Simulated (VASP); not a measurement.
# Band-edge properties of Tl2Se (Fm-3m), part 3 of 3

The runs below take Tl2Se at its given cell and follow the band edges through several levels. The cell is generated by rule, not measured, and may not be a known phase.

VASP 6.6.1, plane waves and PAW; the level of theory is named at each step.

Still holding for the runs below: The k-mesh is coarse for a metal.

So far. Step 3 (Bands on a dense mesh): At 31.6 GPa the cell is away from the equilibrium volume of this level: left free, it would expand. Step 5 (Orbitals for bands with HSE06): The run ends at a pressure of 38.36 GPa.

The structure was built from a prototype and need not be the compound's stable phase.

## (6) Bands with HSE06

This step: HSE06; plane waves and PAW (Se, Tl_d); invented cell (VASP 6.6.1).

A quarter of screened exact exchange corrects much of the semilocal gap error; its cost forces a coarser mesh.

INCAR reads:

```
SYSTEM = Tl2Se
PREC = Accurate
ENCUT = 400
EDIFF = 1E-06
NELM = 100
ISMEAR = 0
SIGMA = 0.02
LREAL = .FALSE.
ALGO = Normal
LHFCALC = .TRUE.
AEXX = 0.25
GGA = PE
HFSCREEN = 0.2
LASPH = .TRUE.
NBANDS = 22
PRECFOCK = Fast
LORBIT = 11
LWAVE = .FALSE.
LCHARG = .FALSE.
KPAR = 4
ISIF = 2
```

POSCAR reads:

```
Tl2Se
1.0
    0.0000000000      3.1874400000      3.1874400000
    3.1874400000      0.0000000000      3.1874400000
    3.1874400000      3.1874400000      0.0000000000
Se Tl
1 2
Direct
    0.0000000000      0.0000000000      0.0000000000
    0.2500000000      0.2500000000      0.2500000000
    0.7500000000      0.7500000000      0.7500000000
```

KPOINTS reads:

```
Automatic mesh
0
Gamma
4 4 4
0 0 0
```

KPOINTS_OPT reads:

```
Line mode
8
Line-mode
Reciprocal
  0.00000000   0.00000000   0.00000000 GAMMA
  0.50000000   0.00000000   0.50000000 X

  0.50000000   0.00000000   0.50000000 X
  0.50000000   0.25000000   0.75000000 W

  0.50000000   0.25000000   0.75000000 W
  0.37500000   0.37500000   0.75000000 K

  0.37500000   0.37500000   0.75000000 K
  0.00000000   0.00000000   0.00000000 GAMMA

  0.00000000   0.00000000   0.00000000 GAMMA
  0.50000000   0.50000000   0.50000000 L

  0.50000000   0.50000000   0.50000000 L
  0.62500000   0.25000000   0.62500000 U

  0.62500000   0.25000000   0.62500000 U
  0.50000000   0.25000000   0.75000000 W

  0.50000000   0.25000000   0.75000000 W
  0.50000000   0.50000000   0.50000000 L

  0.50000000   0.50000000   0.50000000 L
  0.37500000   0.37500000   0.75000000 K

  0.62500000   0.25000000   0.62500000 U
  0.50000000   0.00000000   0.50000000 X
```

The projector-augmented-wave data sets are Se and Tl_d (PBE family, release 64).

The WAVECAR or CHGCAR of an earlier step is read.

On the command line:

```sh
mpirun -np 4 vasp_std
```

Output:

```text
[banner, memory and clock lines left out]
running    4 mpi-ranks, on    1 nodes
[...]
LDA part: xc-table for (Slater+PW92), standard interpolation
 found WAVECAR, reading the header
 POSCAR, INCAR and KPOINTS ok, starting setup
[...]
reading WAVECAR
 the WAVECAR file was read successfully
 initial charge from wavefunction
 entering main loop
       N       E                     dE             d eps       ncg     rms          rms(c)
DAV:   1    -0.731912231926E+01   -0.73191E+01   -0.58469E-01   352   0.618E+00    0.137E+00
DAV:   2    -0.731984348116E+01   -0.72116E-03   -0.22278E-02   382   0.113E+00    0.868E-01
DAV:   3    -0.731832248852E+01    0.15210E-02   -0.46928E-03   370   0.558E-01    0.447E-01
DAV:   4    -0.731811942967E+01    0.20306E-03   -0.59636E-04   370   0.196E-01    0.238E-01
DAV:   5    -0.731808615511E+01    0.33275E-04   -0.67341E-05   370   0.644E-02    0.132E-01
DAV:   6    -0.731808134535E+01    0.48098E-05   -0.12593E-05   384   0.252E-02    0.737E-02
DAV:   7    -0.731808116988E+01    0.17546E-06   -0.24108E-06   364   0.105E-02
   1 F= -.73180812E+01 E0= -.73177499E+01  d E =-.662517E-03
 Start KPOINTS_OPT (optional k-point list driver)
k-point batch [1-8\80]
       N       E                     dE             ncg
DAV:   1     0.953730242141E+03   -0.27357E+04      352
DAV:   2    -0.560637177137E+03   -0.15144E+04      394
DAV:   3    -0.626015804846E+03   -0.65379E+02      400
DAV:   4    -0.627020095614E+03   -0.10043E+01      406
DAV:   5    -0.627027723137E+03   -0.76275E-02      418
DAV:   6    -0.627027816879E+03   -0.93742E-04      390
DAV:   7    -0.627027818363E+03   -0.14836E-05      324
DAV:   8    -0.627027818429E+03   -0.66734E-07      248
k-point batch [9-16\80]
|                     _     ____    _    _    _____     _                     |
|                    | |   |  _ \  | |  | |  / ____|   | |                    |
|                    | |   | |_) | | |  | | | |  __    | |                    |
|                    |_|   |  _ <  | |  | | | | |_ |   |_|                    |
|                     _    | |_) | | |__| | | |__| |    _                     |
|                    (_)   |____/   \____/   \_____|   (_)                    |
|                                                                             |
|                                                                             |
|     internal error in CHECK_GEN_LAYOUT: G-vectors changed at ik:14 old:     |
|     1176 new: 1175                                                          |
|                                                                             |
|     If you are not a developer, you should not encounter this problem.      |
|     Please submit a bug report.                                             |
|                                                                             |

|                     _     ____    _    _    _____     _                     |
|                    | |   |  _ \  | |  | |  / ____|   | |                    |
|                    | |   | |_) | | |  | | | |  __    | |                    |
|                    |_|   |  _ <  | |  | | | | |_ |   |_|                    |
|                     _    | |_) | | |__| | | |__| |    _                     |
|                    (_)   |____/   \____/   \_____|   (_)                    |
|                                                                             |
|                                                                             |
|     internal error in CHECK_GEN_LAYOUT: G-vectors changed at ik:14 old:     |
|     1176 new: 1175                                                          |
|                                                                             |
|     If you are not a developer, you should not encounter this problem.      |
|     Please submit a bug report.                                             |
|                                                                             |

|                     _     ____    _    _    _____     _                     |
|                    | |   |  _ \  | |  | |  / ____|   | |                    |
|                    | |   | |_) | | |  | | | |  __    | |                    |
|                    |_|   |  _ <  | |  | | | | |_ |   |_|                    |
|                     _    | |_) | | |__| | | |__| |    _                     |
|                    (_)   |____/   \____/   \_____|   (_)                    |
|                                                                             |
|                                                                             |
|     internal error in CHECK_GEN_LAYOUT: G-vectors changed at ik:14 old:     |
|     1176 new: 1175                                                          |
|                                                                             |
|     If you are not a developer, you should not encounter this problem.      |
|     Please submit a bug report.                                             |
|                                                                             |

|                     _     ____    _    _    _____     _                     |
|                    | |   |  _ \  | |  | |  / ____|   | |                    |
|                    | |   | |_) | | |  | | | |  __    | |                    |
|                    |_|   |  _ <  | |  | | | | |_ |   |_|                    |
|                     _    | |_) | | |__| | | |__| |    _                     |
|                    (_)   |____/   \____/   \_____|   (_)                    |
|                                                                             |
|                                                                             |
|     internal error in CHECK_GEN_LAYOUT: G-vectors changed at ik:14 old:     |
|     1176 new: 1175                                                          |
|                                                                             |
|     If you are not a developer, you should not encounter this problem.      |
|     Please submit a bug report.                                             |
|                                                                             |

1
1
1
1
```

Wall time 2 min (4 MPI ranks of Intel Xeon 6975P-C (Granite Rapids), shared host).

The run ended with an error.

VASP's message: “internal error in CHECK_GEN_LAYOUT: G-vectors changed at ik:14 old: 1176 new: 1175”. No number of this run is used.

## (7) Bands with HSE06 (run 2)

INCAR is that of step 6.

POSCAR is that of step 6.

KPOINTS is that of step 6.

On the command line:

```sh
mpirun -np 4 vasp_std
```

Output:

```text
[... set-up lines as in an earlier step ...]
 entering main loop
       N       E                     dE             d eps       ncg     rms          rms(c)
[... 7 cycles as in an earlier step ...]
   1 F= -.73180812E+01 E0= -.73177499E+01  d E =-.662517E-03
```

The job ended after 70 s (4 MPI ranks; peak memory 1 GiB).

From OUTCAR (step 7):

```text
  Total       15.0661358     15.0661358     15.0661358      0.0000000     -0.0000000      0.0000000
  in kB      372.6974384    372.6974384    372.6974384      0.0000000     -0.0000000      0.0000000
  external PRESSURE =     372.6974384 kB  Pullay stress =       0.0000000 kB

 POSITION                                       TOTAL-FORCE (eV/Angst)
 -----------------------------------------------------------------------------------
      0.00000      0.00000      0.00000        -0.000000      0.000000     -0.000000
      1.59372      1.59372      1.59372         0.000000      0.000000      0.000000
      4.78116      4.78116      4.78116        -0.000000     -0.000000     -0.000000
 -----------------------------------------------------------------------------------
    total drift:                                0.000000      0.000000      0.000000

  FREE ENERGIE OF THE ION-ELECTRON SYSTEM (eV)
  ---------------------------------------------------
  free  energy   TOTEN  =        -7.3180811699 eV

  energy  without entropy=       -7.3174186525  energy(sigma->0) =       -7.31774991

[... 1 part as in an earlier step ...]

[... 2 further parts left out ...]
[key lines of the parts left out:]
E-fermi :   9.5536
```

The k-mesh is coarse for exact exchange; in a metal the Fermi energy and the levels can shift by several tenths of an eV on a finer one. This run has no path, so its gap is read on the mesh alone, an upper bound where the band edges lie off the mesh.

This step gave:

| Quantity | Value |
| --- | --- |
| SCF cycles | 7 |
| free energy (TOTEN) | -7.318 eV |
| energy at zero smearing | -7.318 eV |
| Fermi energy | 9.554 eV |
| pressure | 37.27 GPa |

## (8) Results

* gap, PBEsol: none
* gap with spin-orbit coupling: none
* gap, HSE06 without spin-orbit coupling: none

At this level the bands overlap or touch. Masses were not obtained, since there is no gap at this level. The strain response was not obtained, since there is no gap at this level.

[Lines on the potential files, build, host, timing and source positions are cut from VASP's logs without a mark.]

[Logs are printed without paths, hosts, clocks, repeated set-up lines and the standing remarks that a program may print on its own settings, such as how far it seeks lower states.]

[Hosts, paths, dates, database ids (printed as entryN), source tags and the programs' standing remarks are cut or masked in the printed files.]

[In band tables of VASP the shares of atoms and orbitals are scaled to a sum of 1 inside the atoms' spheres.]

[Gaps and slopes under strain along one axis are those of the sampled path and mesh points; where strain splits equal valleys, another of them can be the edge.]
